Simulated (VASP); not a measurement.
Wanted: the native input for a VASP 6.6.1 run.

- Task: single point
- Functional: PBE
- Potentials or basis: VASP PAW PBE potentials, release 64 (Zn, Ge_d, N)
- Cutoff: 520 eV
- k mesh: 6 × 6 × 6
- Occupations: gaussian, width 0.15 eV
- Spin: no spin polarisation
- Further INCAR settings: PREC = Normal; LREAL = Auto; ALGO = Fast; EDIFF = 1e-05

The structure of ZnGe2N2 lies in POSCAR:

```
ZnGe2N2
1.0
   -2.8464700000      4.4713600000      2.7706600000
    2.8464700000     -4.4713600000      2.7706600000
    2.8464700000      4.4713600000     -2.7706600000
Zn Ge N
2 4 4
Direct
    0.7500000000      0.7500000000      0.0000000000
    0.2500000000      0.2500000000      0.0000000000
    0.8440250000      0.4616100000      0.3056350000
    0.1559750000      0.5383900000      0.6943650000
    0.3440250000      0.0383900000      0.3824150000
    0.6559750000      0.9616100000      0.6175850000
    0.6524760000      0.6284420000      0.2809180000
    0.3475240000      0.3715580000      0.7190820000
    0.1524760000      0.8715580000      0.0240340000
    0.8475240000      0.1284420000      0.9759660000
```

The cell was built by a generator and needn't be a form met in nature.

These files were run (other wordings do the same):

INCAR

```
PREC = Normal ; ENCUT = 520
EDIFF = 1E-5 ; ISMEAR = 0
SIGMA = 0.15 ; LREAL = Auto
LASPH = True ; NELM = 80
ALGO = Fast ; ISIF = 2
LWAVE = False ; LCHARG = False
GGA = PE
```

KPOINTS

```
Automatic mesh
0
Gamma
  6 6 6
```

Potentials or basis: VASP PAW PBE potentials, release 64 (Zn, Ge_d, N).

Command:

```bash
$ cat potpaw_PBE.64/Zn/POTCAR potpaw_PBE.64/Ge_d/POTCAR potpaw_PBE.64/N/POTCAR > POTCAR
$ mpirun -np 1 vasp_std > vasp.out
```

It gave:

| Quantity | Value |
| --- | --- |
| Pressure | 0.0 GPa |
| Largest force | 0.015 eV/Å |
| Band gap on the k mesh | none (metal or under the smearing width) |

It took 5.8 min on 1 thread of Intel(R) Xeon(R) Platinum 8259CL CPU @ 2.50GHz (Skylake/Cascade Lake), with other jobs on the host, peak memory 0.37 GiB.
